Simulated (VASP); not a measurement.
Output of a VASP run:

File OSZICAR:
```
       N       E                     dE             d eps       ncg     rms          rms(c)
DAV:   1     0.621216311054E+03    0.62122E+03   -0.25649E+04   368   0.125E+03
DAV:   2     0.580383919821E+02   -0.56318E+03   -0.54905E+03   365   0.368E+02
DAV:   3    -0.241830353939E+02   -0.82221E+02   -0.79807E+02   435   0.163E+02
DAV:   4    -0.290283179772E+02   -0.48453E+01   -0.48090E+01   408   0.393E+01
DAV:   5    -0.292465786846E+02   -0.21826E+00   -0.21812E+00   470   0.757E+00    0.914E+00
DAV:   6    -0.282739613242E+02    0.97262E+00   -0.20140E+00   472   0.166E+01    0.549E+00
DAV:   7    -0.282722539597E+02    0.17074E-02   -0.10696E+00   494   0.499E+00    0.151E+00
DAV:   8    -0.282644222574E+02    0.78317E-02   -0.93142E-02   512   0.275E+00    0.105E+00
DAV:   9    -0.282677575066E+02   -0.33352E-02   -0.19252E-02   406   0.541E-01    0.313E-01
DAV:  10    -0.282683572352E+02   -0.59973E-03   -0.13892E-03   576   0.302E-01    0.167E-01
DAV:  11    -0.282687965767E+02   -0.43934E-03   -0.91145E-04   400   0.168E-01    0.613E-02
DAV:  12    -0.282687934517E+02    0.31250E-05   -0.39653E-05   520   0.330E-02    0.188E-02
DAV:  13    -0.282688089626E+02   -0.15511E-04   -0.30648E-05   419   0.325E-02    0.508E-03
DAV:  14    -0.282688097570E+02   -0.79448E-06   -0.18290E-06   360   0.116E-02
   1 F= -.28268810E+02 E0= -.28268175E+02  d E =-.126876E-02
```

File OUTCAR:
```
------------------------ aborting loop because EDIFF is reached ----------------------------------------
  FORCE on cell =-STRESS in cart. coord.  units (eV):
  Direction    XX          YY          ZZ          XY          YZ          ZX
  --------------------------------------------------------------------------------------
  Total       -1.1782954     -1.1782951     -1.4317896      0.0000000      0.0000000     -0.0000000
  in kB       -7.2491296     -7.2491278     -8.8086812      0.0000000      0.0000000     -0.0000000
  external PRESSURE =      -7.7689795 kB  Pullay stress =       0.0000000 kB
  volume of cell :      260.42
      direct lattice vectors                 reciprocal lattice vectors
     4.116098000  0.000000000  0.000000000     0.242948540  0.140266422  0.000000000
    -2.058049000  3.564645000  0.000000000     0.000000000  0.280532844  0.000000000
     0.000000000  0.000000000 17.749123000     0.000000000  0.000000000  0.056340812
 POSITION                                       TOTAL-FORCE (eV/Angst)
 -----------------------------------------------------------------------------------
     -0.00000      2.37643      5.86254        -0.000000     -0.000000      0.036914
      2.05805      1.18821     11.88659        -0.000000      0.000000     -0.036914
      2.05805      1.18821     14.73710         0.000000     -0.000000      0.036914
     -0.00000      2.37643      3.01203        -0.000000     -0.000000     -0.036914
     -0.00000      2.37643     10.60191        -0.000000      0.000000      0.182511
      2.05805      1.18821      7.14722         0.000000     -0.000000     -0.182511
      2.05805      1.18821      1.72734         0.000000     -0.000000      0.182511
     -0.00000      2.37643     16.02178        -0.000000      0.000000     -0.182511
 -----------------------------------------------------------------------------------
    total drift:                               -0.000799      0.000174      0.000013
  FREE ENERGIE OF THE ION-ELECTRON SYSTEM (eV)
  ---------------------------------------------------
  free  energy   TOTEN  =       -28.2688097570 eV

  energy  without entropy=      -28.2675409943  energy(sigma->0) =      -28.26817538
```
(Selected blocks of OUTCAR.)

### POSCAR
```
InSe
1
    4.1160980000     0.0000000000     0.0000000000
   -2.0580490000     3.5646450000     0.0000000000
    0.0000000000     0.0000000000    17.7491230000
In Se
4 4
Direct
  0.3333330000   0.6666670000   0.3303000000
  0.6666670000   0.3333330000   0.6697000000
  0.6666670000   0.3333330000   0.8303000000
  0.3333330000   0.6666670000   0.1697000000
  0.3333330000   0.6666670000   0.5973200000
  0.6666670000   0.3333330000   0.4026800000
  0.6666670000   0.3333330000   0.0973200000
  0.3333330000   0.6666670000   0.9026800000
```

### Question
Write an INCAR and KPOINTS that could have produced this output.

### Answer
One answer among several that fit: the input of the run itself, PBE GGA, plane waves, VASP's PBE PAW potentials (set 64).

KPOINTS:
```
Automatic mesh
0
Gamma
4 4 1
0 0 0
```

**INCAR**
```
SYSTEM=InSe
PREC=Accurate; ENCUT=300; LREAL=.FALSE.
LASPH=.TRUE.
EDIFF=1E-6; NELM=100; ALGO=Normal
LMAXMIX=4
ISMEAR=-1; SIGMA=0.05
GGA=PE
ISIF=2
LWAVE=.FALSE.; LCHARG=.FALSE.
```

POTCAR, in this order: In_d Se (PBE.64 set). Program: vasp_std.

At this cut-off the stress carries a Pulay error, which pulls relaxed volumes low.

The structure comes from a computed database's InSe entry (P6_3/mmc), a phase known from measurement. The cell was not relaxed at this level. The k-mesh is coarse (spacing up to 0.44 per Å, 2π included), so the numbers may not be converged in it. The run is one of a series of settings (KPOINTS 4×4×1 Γ-centred mesh against the base run), some of them coarse on purpose.
